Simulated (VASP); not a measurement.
The system is Be3Se2O.

```
Be Se O
1.0
     5.75489    0.00000    0.00000
    -2.87744    4.98388    0.00000
     0.00000    0.00000    4.46200
Be Se O
3 2 1
Cartesian
  4.2039 0.0000 0.8160
  -2.1020 3.6407 0.8160
  0.7755 1.3432 0.8160
  0.0000 3.3226 0.9150
  2.8774 1.6613 0.9150
  0.0000 0.0000 0.8260
```

The cell was built by a generator and needn't be a form met in nature.

| Property | Result |
| --- | --- |
| Program | VASP 6.6.1 |
| Task | relaxation of cell and atoms |
| Functional | PBE |
| Potentials or basis | VASP PAW PBE potentials, release 64 (Be, Se, O) |
| Cutoff | 520 eV |
| k mesh | 6 × 6 × 6 |
| Occupations | gaussian, width 0.03 eV |
| Spin | no spin polarisation |

At the start: pressure 0.7 GPa; volume 21.33 Å³/atom.

Task: How do energy, volume and symmetry change on relaxing?

Result: Over 36 steps the energy falls by 5.4 meV/atom and the volume is 23.71 Å³/atom (+11.1 %); space group P-62m (No. 189, to 0.05 Å).

Step by step:
| step | energy change (eV) | largest force (eV/Å) | pressure (GPa) | volume (Å³) |
| --- | --- | --- | --- | --- |
| 1 | 0.0000 | 0.1559 | 0.73 | 127.98 |
| 2 | -0.0051 | 0.1040 | -0.15 | 129.78 |
| 3 | -0.0051 | 0.1071 | -0.12 | 129.69 |
| 4 | -0.0096 | 0.0493 | 0.00 | 130.31 |
| 5 | -0.0126 | 0.2226 | 0.26 | 132.18 |
| 6 | -0.0134 | 0.1635 | 0.18 | 131.61 |
| 7 | -0.0169 | 0.1198 | 0.15 | 132.58 |
| 8 | -0.0178 | 0.1536 | 0.13 | 133.32 |
| 9 | -0.0207 | 0.1301 | 0.13 | 134.22 |
| 10 | -0.0271 | 0.0583 | 0.12 | 136.94 |
| 11 | -0.0299 | 0.0901 | 0.05 | 142.37 |
| 12 | -0.0305 | 0.0442 | 0.07 | 140.68 |
| 13 | -0.0308 | 0.0214 | -0.18 | 141.95 |
| 14 | -0.0309 | 0.0247 | -0.12 | 141.65 |
| 15 | -0.0313 | 0.0163 | -0.08 | 141.98 |
| 16 | -0.0314 | 0.0133 | -0.05 | 142.20 |
| 17 | -0.0313 | 0.0343 | 0.01 | 142.64 |
| 18 | -0.0314 | 0.0173 | -0.02 | 142.35 |
| 19 | -0.0314 | 0.0207 | -0.02 | 142.41 |
| 20 | -0.0314 | 0.0190 | -0.02 | 142.38 |
| 21 | -0.0314 | 0.0180 | -0.02 | 142.37 |
| 22 | -0.0314 | 0.0162 | 0.00 | 142.32 |
| 23 | -0.0315 | 0.0146 | 0.02 | 142.28 |
| 24 | -0.0315 | 0.0145 | 0.01 | 142.29 |
| 25 | -0.0316 | 0.0197 | -0.01 | 142.33 |
| 26 | -0.0316 | 0.0334 | -0.07 | 142.41 |
| 27 | -0.0316 | 0.0319 | -0.06 | 142.40 |
| 28 | -0.0317 | 0.0275 | -0.05 | 142.38 |
| 29 | -0.0318 | 0.0196 | -0.03 | 142.35 |
| 30 | -0.0318 | 0.0257 | 0.02 | 142.27 |
| 31 | -0.0319 | 0.0231 | 0.01 | 142.27 |
| 32 | -0.0319 | 0.0200 | -0.01 | 142.29 |
| 33 | -0.0320 | 0.0139 | -0.04 | 142.32 |
| 34 | -0.0320 | 0.0211 | -0.10 | 142.37 |
| 35 | -0.0321 | 0.0151 | -0.05 | 142.33 |
| 36 | -0.0321 | 0.0076 | -0.02 | 142.23 |

Final structure:
```yaml
crystal:
  lattice:
    - [5.77610, 0.00000, 0.00000]
    - [-2.88805, 5.00225, 0.00000]
    - [0.00000, 0.00000, 4.92264]
  atoms:
    - { symbol: Be, position: [0.73139, 0.00000, 0.19043] }
    - { symbol: Be, position: [0.00000, 0.73139, 0.19043] }
    - { symbol: Be, position: [0.26861, 0.26861, 0.19043] }
    - { symbol: Se, position: [0.33333, 0.66667, 0.19122] }
    - { symbol: Se, position: [0.66667, 0.33333, 0.19122] }
    - { symbol: O, position: [0.00000, 0.00000, 0.19015] }
```

Caveat: this functional lacks dispersion, which binds the layers, so the pressure and a relaxed spacing across them are unreliable.
